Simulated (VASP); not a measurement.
# Zr3MoC (Pm-3m) in VASP: further runs

Runs on Zr3MoC. Level: PBE. Tasks: single point, relaxation of cell and atoms.

Program: VASP 6.6.1. These are calculated values, not measurements. Logs are shortened: lines on timing, memory, paths and dates and some standing lists are left out, and cuts for length are marked.

## (1) The cell of the first run

The structure is cubic, space group Pm-3m (No. 221). Conventional cell: a = 4.515 Å, b = 4.515 Å, c = 4.515 Å, α = 90.00°, β = 90.00°, γ = 90.00°. Around Zr (site symmetry 4/mmm) lie 2 C at 2.26 Å. Mo (site symmetry m-3m) has 12 Zr at 3.19 Å as nearest neighbours. C (site symmetry m-3m) has 6 Zr at 2.26 Å as nearest neighbours.

The cell was built by a generator and needn't be a form met in nature.

## (2) Single point, PBE (species swapped into the Y3PbC type (Pm-3m, No. 221))

Input file INCAR:

```
SYSTEM = Zr3MoC
ALGO = Normal ; EDIFF = 1E-6
ENCUT = 520 ; GGA = PE
ISIF = 2 ; ISMEAR = 0
LASPH = .True. ; LCHARG = .False.
LREAL = .False. ; LWAVE = .False.
NBANDS = 35 ; NELM = 100
PREC = Accurate ; SIGMA = 0.1
```

Input file KPOINTS:

```
k-points
0
Gamma
  8 8 8
  0 0 0
```

Input file POSCAR:

```
Zr3MoC
1.0
    4.5147918210      0.0000000000      0.0000000000
    0.0000000000      4.5147918210      0.0000000000
    0.0000000000      0.0000000000      4.5147918210
Zr Mo C
3 1 1
Direct
    0.5000000000      0.0000000000      0.5000000000
    0.0000000000      0.5000000000      0.5000000000
    0.5000000000      0.5000000000      0.0000000000
    0.0000000000      0.0000000000      0.0000000000
    0.5000000000      0.5000000000      0.5000000000
```

Potentials or basis: VASP PAW PBE potentials, release 64 (Zr_sv, Mo_sv, C).

Launch:

```console
> cat potpaw_PBE.64/Zr_sv/POTCAR potpaw_PBE.64/Mo_sv/POTCAR potpaw_PBE.64/C/POTCAR > POTCAR
> mpirun -np 1 vasp_std > vasp.out
```

OUTCAR:

```text
SYSTEM = Zr3MoC
   EDIFF = 1E-6
   ENCUT = 520
   GGA = PE
   ISIF = 2
   ISMEAR = 0
   LASPH = .True.
   LREAL = .False.
   NELM = 100
   PREC = Accurate

 ion  position               nearest neighbor table
   1  0.500  0.000  0.500-   5 2.26   5 2.26   4 3.19   2 3.19   3 3.19   4 3.19   2 3.19   3 3.19
                             3 3.19   3 3.19   2 3.19   4 3.19   4 3.19   2 3.19
   2  0.000  0.500  0.500-   5 2.26   5 2.26   4 3.19   1 3.19   3 3.19   4 3.19   1 3.19   4 3.19
                             4 3.19   1 3.19   3 3.19   3 3.19   3 3.19   1 3.19
   3  0.500  0.500  0.000-   5 2.26   5 2.26   4 3.19   1 3.19   1 3.19   2 3.19   2 3.19   1 3.19
                             4 3.19   1 3.19   2 3.19   4 3.19   2 3.19   4 3.19
   4  0.000  0.000  0.000-   1 3.19   2 3.19   3 3.19   1 3.19   2 3.19   2 3.19   3 3.19   2 3.19
                             1 3.19   3 3.19   1 3.19   3 3.19
   5  0.500  0.500  0.500-   1 2.26   2 2.26   3 2.26   3 2.26   1 2.26   2 2.26

  LATTYP: Found a simple cubic cell.
 ALAT       =     4.5147918210

  Lattice vectors:

 A1 = (   4.5147918210,   0.0000000000,   0.0000000000)
 A2 = (   0.0000000000,   4.5147918210,   0.0000000000)
 A3 = (   0.0000000000,   0.0000000000,   4.5147918210)

Analysis of symmetry for initial positions (statically):
=====================================================================
 Subroutine PRICEL returns:
 Original cell was already a primitive cell.

 Routine SETGRP: Setting up the symmetry group for a
 simple cubic supercell.

 Subroutine GETGRP returns: Found 48 space group operations
 (whereof 48 operations were pure point group operations)
 out of a pool of 48 trial point group operations.

The static configuration has the point symmetry O_h .

Analysis of symmetry for dynamics (positions and initial velocities):
=====================================================================
 Subroutine PRICEL returns:
 Original cell was already a primitive cell.

 Routine SETGRP: Setting up the symmetry group for a
 simple cubic supercell.

 Subroutine GETGRP returns: Found 48 space group operations
 (whereof 48 operations were pure point group operations)
 out of a pool of 48 trial point group operations.

The dynamic configuration has the point symmetry O_h .

 Subroutine INISYM returns: Found 48 space group operations
 (whereof 48 operations are pure point group operations),
 and found     1 'primitive' translations

----------------------------------------------------------------------------------------

                                     Primitive cell

  volume of cell :      92.0266

  direct lattice vectors                    reciprocal lattice vectors
     4.514791821  0.000000000  0.000000000     0.221494155  0.000000000  0.000000000
     0.000000000  4.514791821  0.000000000     0.000000000  0.221494155  0.000000000
     0.000000000  0.000000000  4.514791821     0.000000000  0.000000000  0.221494155

  length of vectors
     4.514791821  4.514791821  4.514791821     0.221494155  0.221494155  0.221494155

  position of ions in fractional coordinates (direct lattice)
     0.500000000  0.000000000  0.500000000
     0.000000000  0.500000000  0.500000000
     0.500000000  0.500000000  0.000000000
     0.000000000  0.000000000  0.000000000
     0.500000000  0.500000000  0.500000000

  ion indices of the primitive-cell ions
   primitive index   ion index
                 1           1
                 2           2
                 3           3
                 4           4
                 5           5

----------------------------------------------------------------------------------------

 KPOINTS: k-points

Automatic generation of k-mesh.
 Grid dimensions read from file:
 generate k-points for:    8    8    8

 Generating k-lattice:

  Cartesian coordinates                     Fractional coordinates (reciprocal lattice)
     0.027686769  0.000000000  0.000000000     0.125000000  0.000000000  0.000000000
     0.000000000  0.027686769  0.000000000     0.000000000  0.125000000  0.000000000
     0.000000000  0.000000000  0.027686769     0.000000000  0.000000000  0.125000000

  Length of vectors
     0.027686769  0.027686769  0.027686769

  Shift w.r.t. Gamma in fractional coordinates (k-lattice)
     0.000000000  0.000000000  0.000000000

 Subroutine IBZKPT returns following result:
 ===========================================

 Found     35 irreducible k-points:

 Following reciprocal coordinates:
            Coordinates               Weight
  0.000000  0.000000  0.000000      1.000000
  0.125000  0.000000  0.000000      6.000000
  0.250000  0.000000  0.000000      6.000000
  0.375000  0.000000  0.000000      6.000000
  0.500000  0.000000  0.000000      3.000000
  0.125000  0.125000  0.000000     12.000000
[... 16 lines left out ...]
  0.375000  0.375000  0.125000     24.000000
  0.500000  0.375000  0.125000     24.000000
 [... further k-points ...]
   k-points           NKPTS =     35   k-points in BZ     NKDIM =     35   number of bands    NBANDS=     35
   number of dos      NEDOS =    301   number of ions     NIONS =      5
   total plane-waves  NPLWV =  46656
   dimension x,y,z NGX =    36 NGY =   36 NGZ =   36
   dimension x,y,z NGXF=    72 NGYF=   72 NGZF=   72
   ions per type =               3   1   1
   NGX,Y,Z   is equivalent  to a cutoff of  13.26, 13.26, 13.26 a.u.
   NGXF,Y,Z  is equivalent  to a cutoff of  26.51, 26.51, 26.51 a.u.
 SYSTEM =  Zr3MoC
   PREC   = accura    normal or accurate (medium, high low for compatibility)
   ISTART =      0    job   : 0-new  1-cont  2-samecut
   ICHARG =      2    charge: 1-file 2-atom 10-const
   ISPIN  =      1    spin polarized calculation?
   LNONCOLLINEAR =      F non collinear calculations
   LSORBIT =      F    spin-orbit coupling
   LASPH  =      T    aspherical Exc in radial PAW
   ENCUT  =  520.0 eV  38.22 Ry    6.18 a.u.   8.39  8.39  8.39*2*pi/ulx,y,z
   NELM   =    100;   NELMIN=  2; NELMDL= -5     # of ELM steps
   EDIFF  = 0.1E-05   stopping-criterion for ELM
   LREAL  =      F    real-space projection
   EDIFFG = 0.1E-04   stopping-criterion for IOM
   NSW    =      0    number of steps for IOM
   IBRION =     -1    ionic relax: 0-MD 1-quasi-New 2-CG
   NFREE  =      0    steps in history (QN), initial steepest desc. (CG)
   ISIF   =      2    stress and relaxation
   ISYM   =      2    0-nonsym 1-usesym 2-fastsym
   POTIM  = 0.5000    time-step for ionic-motion
   TEBEG  =    0.0;   TEEND  =   0.0 temperature during run
   PSTRESS=    0.0 pullay stress
   NELECT =      54.0000    total number of electrons
   NUPDOWN=      -1.0000    fix difference up-down
   EMIN   =  10.00;   EMAX   =-10.00  energy-range for DOS
   EFERMI =   0.00;   METHOD = LEGACY
   ISMEAR =     0;   SIGMA  =   0.10  broadening in eV -4-tet -1-fermi 0-gaus
   EFERMI_NEDOS =   21; number of points for ismear=-14 and -15
   IALGO  =     38    algorithm
   IMIX   =      4    mixing-type and parameters
     AMIX     =   0.40;   BMIX     =  1.00
     AMIX_MAG =   1.60;   BMIX_MAG =  1.00
  volume/ion in A,a.u.               =      18.41       124.21
  Fermi-wavevector in a.u.,A,eV,Ry     =   1.370571  2.590005 25.558084  1.878466
  Thomas-Fermi vector in A             =   2.496346
   LORBIT       =      0    0 simple, 1 ext, 2 COOP (PROOUT), +10 PAW based schemes
   GGA     = PE    functional components
   LHFCALC =     F    Hartree Fock is set to
   AEXX    =    0.0000 exact exchange contribution
   IVDW    =     0    specifies the selected vdW correction
   LEPSILON=     F    determine dielectric tensor
   LRPA    =     F    only Hartree local field effects (RPA)
 non-spin polarized calculation
 Gauss-broadening in eV      SIGMA  =   0.10
  energy-cutoff  :      520.00
  volume of cell :       92.03
 maximum number of plane-waves:      2517
 NGX is ok and might be reduce to    36
   NGX = 17   NGY = 17   NGZ = 17

 number of electron      54.0000004 magnetization

 Free energy of the ion-electron system (eV)
  ---------------------------------------------------
  ext. energy  EPLUGINS =         0.00000000
  ---------------------------------------------------
  free energy    TOTEN  =       -46.36843583 eV

  energy without entropy =      -46.34607186  energy(sigma->0) =      -46.35725384

 E-fermi :   9.0351     XC(G=0): -11.5778

 val. band max:        9.0295321823   @ k =   0.2500   0.2500   0.0000
 cond. band min:       9.0444715482   @ k =   0.3750   0.3750   0.1250
 fundamental gap:      0.0149393659
 Fermi energy:         9.0351291175

 k-point     1 :       0.0000    0.0000    0.0000
  band No.  band energies     occupation
      1     -51.4284      2.00000
      2     -39.4290      2.00000
      3     -39.2736      2.00000
      4     -39.2736      2.00000
      5     -25.4855      2.00000
      6     -25.4855      2.00000
[... 27 lines left out ...]
     34      13.5760      0.00000
     35      13.5760      0.00000

 k-point     2 :       0.1250    0.0000    0.0000
  band No.  band energies     occupation
      1     -51.4284      2.00000
      2     -39.4238      2.00000
      3     -39.2788      2.00000
      4     -39.2735      2.00000
      5     -25.4854      2.00000
      6     -25.4853      2.00000
[... 27 lines left out ...]
     34      12.5722      0.00000
     35      13.1454      0.00000

 k-point     3 :       0.2500    0.0000    0.0000
  band No.  band energies     occupation
      1     -51.4283      2.00000
      2     -39.4095      2.00000
      3     -39.2935      2.00000
      4     -39.2734      2.00000
      5     -25.4852      2.00000
      6     -25.4847      2.00000
[... 27 lines left out ...]
     34      11.8501      0.00000
     35      12.8498      0.00000
[... 723 lines left out ...]
 k-point    23 :       0.3750    0.3750    0.1250
  band No.  band energies     occupation
      1     -51.4282      2.00000
      2     -39.3555      2.00000
      3     -39.3177      2.00000
      4     -39.3026      2.00000
      5     -25.4875      2.00000
      6     -25.4867      2.00000
[... 27 lines left out ...]
     34      11.4921      0.00000
     35      12.9094      0.00000

 k-point    24 :       0.5000    0.3750    0.1250
  band No.  band energies     occupation
      1     -51.4282      2.00000
      2     -39.3437      2.00000
      3     -39.3252      2.00000
      4     -39.3067      2.00000
      5     -25.4875      2.00000
      6     -25.4874      2.00000
[... 27 lines left out ...]
     34      11.5894      0.00000
     35      12.8150      0.00000

 [... further k-points ...]

------------------------ aborting loop because EDIFF is reached ----------------------------------------

  FORCE on cell =-STRESS in cart. coord.  units (eV):
  Direction    XX          YY          ZZ          XY          YZ          ZX
  --------------------------------------------------------------------------------------
  -------------------------------------------------------------------------------------
  Total        0.0771832      0.0771832      0.0771832     -0.0000000      0.0000000     -0.0000000
  in kB        1.3437546      1.3437546      1.3437546     -0.0000000      0.0000000     -0.0000000
  external PRESSURE =       1.3437546 kB  Pullay stress =       0.0000000 kB

 VOLUME and BASIS-vectors are now :
 -----------------------------------------------------------------------------
  energy-cutoff  :      520.00
  volume of cell :       92.03
      direct lattice vectors                 reciprocal lattice vectors
     4.514791821  0.000000000  0.000000000     0.221494155  0.000000000  0.000000000
     0.000000000  4.514791821  0.000000000     0.000000000  0.221494155  0.000000000
     0.000000000  0.000000000  4.514791821     0.000000000  0.000000000  0.221494155

 POSITION                                       TOTAL-FORCE (eV/Angst)
 -----------------------------------------------------------------------------------
      2.25740      0.00000      2.25740         0.000000      0.000000      0.000000
      0.00000      2.25740      2.25740         0.000000      0.000000      0.000000
      2.25740      2.25740      0.00000         0.000000      0.000000      0.000000
      0.00000      0.00000      0.00000         0.000000      0.000000      0.000000
      2.25740      2.25740      2.25740         0.000000      0.000000      0.000000
 -----------------------------------------------------------------------------------
    total drift:                                0.000000      0.000000      0.000000

  FREE ENERGIE OF THE ION-ELECTRON SYSTEM (eV)
  ---------------------------------------------------
  free  energy   TOTEN  =       -46.3684358263 eV

  energy  without entropy=      -46.3460718550  energy(sigma->0) =      -46.35725384
```

Wall time 42 s (1 thread of Intel Xeon 6975P-C (Granite Rapids), shared host); peak memory 0.27 GiB.

What came out:

```yaml
Free_energy: -46.3684 eV
Pressure: 0.1 GPa
Band_gap_on_the_k_mesh: none (metal or under the smearing width)
```

Levels at points of the mesh, in eV from the Fermi level:
| k point | band 24 | band 25 | band 26 | band 27 | band 28 | band 29 | band 30 | band 31 |
| --- | --- | --- | --- | --- | --- | --- | --- | --- |
| (0.00, 0.00, 0.00) | -0.65 | -0.65 | -0.65 | 0.57 | 0.57 | 0.57 | 2.55 | 2.55 |
| (0.50, 0.00, 0.00) | -1.27 | -0.93 | -0.39 | -0.39 | 0.32 | 0.32 | 0.52 | 1.44 |
| (0.50, 0.50, 0.00) | -0.96 | -0.83 | -0.83 | -0.73 | -0.39 | 0.53 | 0.97 | 0.97 |
| (0.50, 0.50, 0.50) | -1.41 | -0.04 | -0.04 | 1.05 | 1.05 | 1.05 | 1.08 | 1.08 |

## (3) Relaxation of cell and atoms, PBE (species swapped into the Y3PbC type (Pm-3m, No. 221))

Input file INCAR:

```
SYSTEM = Zr3MoC
PREC = Accurate ; ENCUT = 600
EDIFF = 1E-7 ; ISMEAR = 0
SIGMA = 0.1 ; LREAL = .FALSE.
LASPH = .TRUE. ; NELM = 80
ALGO = Fast ; ISIF = 3
LWAVE = .FALSE. ; LCHARG = .FALSE.
GGA = PE ; IBRION = 2
NSW = 100 ; EDIFFG = -0.01
```

Input file KPOINTS:

```
Automatic mesh
0
G
  8 8 8
  0 0 0
```

POSCAR, as its differences from that of step 2:

```diff
@@ -2,5 +2,5 @@
 1.0
-    4.5147918210      0.0000000000      0.0000000000
-    0.0000000000      4.5147918210      0.0000000000
-    0.0000000000      0.0000000000      4.5147918210
+    4.5108380252      0.0000000000      0.0000000000
+    0.0000000000      4.5108380252      0.0000000000
+    0.0000000000      0.0000000000      4.5108380252
 Zr Mo C
```

Potentials or basis: VASP PAW PBE potentials, release 64 (Zr_sv, Mo_sv, C).

Launch:

```console
> cat potpaw_PBE.64/Zr_sv/POTCAR potpaw_PBE.64/Mo_sv/POTCAR potpaw_PBE.64/C/POTCAR > POTCAR
> mpirun -np 1 vasp_std > vasp.out
```

Wall time 3.2 min (1 thread of Intel Xeon 6975P-C (Granite Rapids), shared host); peak memory 0.29 GiB.

It converged, with:

```
Free energy                            : -46.3695 eV
Relaxed volume                         : 18.42 Å³/atom
Relaxed cell                           : a = 4.516 Å, b = 4.516 Å, c = 4.516 Å, α = 90.00°, β = 90.00°, γ = 90.00°
Space group after relaxing (to 0.05 Å) : Pm-3m (No. 221)
Energy gained by relaxing              : 0.1 meV/atom
Ionic steps                            : 3
Pressure after relaxing                : 0.0 GPa
Band gap on the k mesh                 : none (metal or under the smearing width)
```

Step by step:
| step | energy change (eV) | largest force (eV/Å) | pressure (GPa) | volume (Å³) |
| --- | --- | --- | --- | --- |
| 1 | 0.0000 | 0.0000 | 0.48 | 91.78 |
| 2 | 0.0006 | 0.0000 | -0.72 | 92.52 |
| 3 | -0.0004 | 0.0000 | 0.00 | 92.08 |

Final structure:
```cif
data_structure
_symmetry_space_group_name_H-M 'P 1'
_symmetry_Int_Tables_number 1
_cell_length_a 4.5156
_cell_length_b 4.5156
_cell_length_c 4.5156
_cell_angle_alpha 90.000
_cell_angle_beta 90.000
_cell_angle_gamma 90.000
_cell_volume 92.08
loop_
_atom_site_label
_atom_site_type_symbol
_atom_site_fract_x
_atom_site_fract_y
_atom_site_fract_z
_atom_site_occupancy
Zr1 Zr 0.50000 0.00000 0.50000 1
Zr2 Zr 0.00000 0.50000 0.50000 1
Zr3 Zr 0.50000 0.50000 0.00000 1
Mo1 Mo 0.00000 0.00000 0.00000 1
C1 C 0.50000 0.50000 0.50000 1
```

Levels at points of the mesh, in eV from the Fermi level:
```tsv
k point	band 23	band 24	band 25	band 26	band 27	band 28	band 29	band 30	band 31	band 32
(0.00, 0.00, 0.00)	-2.28	-0.65	-0.65	-0.65	0.57	0.57	0.57	2.55	2.55	4.19
(0.50, 0.00, 0.00)	-1.81	-1.26	-0.93	-0.39	-0.39	0.32	0.32	0.52	1.44	2.70
(0.50, 0.50, 0.00)	-0.96	-0.96	-0.83	-0.83	-0.73	-0.39	0.53	0.97	0.97	2.19
(0.50, 0.50, 0.50)	-1.41	-1.41	-0.04	-0.04	1.05	1.05	1.05	1.07	1.07	1.07
```
